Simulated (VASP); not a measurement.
Input:

```
BN
1.0
    0.00000     1.84526     1.84526
    1.84526     0.00000     1.84526
    1.84526     1.84526     0.00000
B N
1 1
Direct
  0.00000   0.00000   0.00000
  0.25000   0.25000   0.25000
```

Computed with vdW-DF-cx, VASP's PBE PAW potentials (set 64) (plane waves; VASP). Numerical set-up: 520 eV cut-off, 12×12×12 Γ-centred mesh, Gaussian smearing of 0.050 eV, potentials B N.

**Question.** What does the run give for the energy per atom (σ→0), pressure, band gap (on the k-mesh) with the smallest direct gap where there is one?

**Answer.** 
```json
{
 "band gap (on the k-mesh)": "4.34 eV",
 "smallest direct gap (on the k-mesh)": "8.57 eV",
 "energy per atom (σ→0)": "-7.869 eV/atom",
 "pressure": "-19.82 GPa"
}
```

The absolute energy has meaning only against runs of the same code, potentials and settings.

The compound is BN in the zinc blende structure. This cell is one point of a volume scan, at 1.06 of the reference volume.
